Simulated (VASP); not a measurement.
```xyz
4
Lattice="-1.9291 1.9291 6.5310 1.9291 -1.9291 6.5310 1.9291 1.9291 -6.5310" Properties=species:S:1:pos:R:3 pbc="T T T"
Ti     0.0000     0.0000     9.7965
Ti     0.0000     1.9291     0.0000
Sb     0.0000     0.0000     2.1683
Sb     0.0000     1.9291     5.4338
```

Computed with PBE GGA, VASP's PBE PAW potentials (set 64) (plane waves; VASP). Run with 400 eV cut-off, 10×10×10 Γ-centred mesh, first-order Methfessel-Paxton smearing of 0.10 eV, potentials Ti_sv Sb.

Problem. Which forces act on the atoms, in eV/Å?

Solution. 
```csv
atom,Fx,Fy,Fz
Ti1,0.000,0.000,0.071
Ti2,0.000,0.000,0.071
Sb3,0.000,0.000,-0.071
Sb4,0.000,0.000,-0.071
```

Problem. Give the stress tensor in GPa (positive for a compressed cell).

Solution. 
```
-9.17   0.00   0.00
 0.00  -9.17   0.00
 0.00   0.00  -7.82
```
The pressure is its mean diagonal, -8.72 GPa.

The structure was generated: TiSb was put into the NbAs type (I4_1md), which need not be its known phase. The cell was not relaxed at this level.
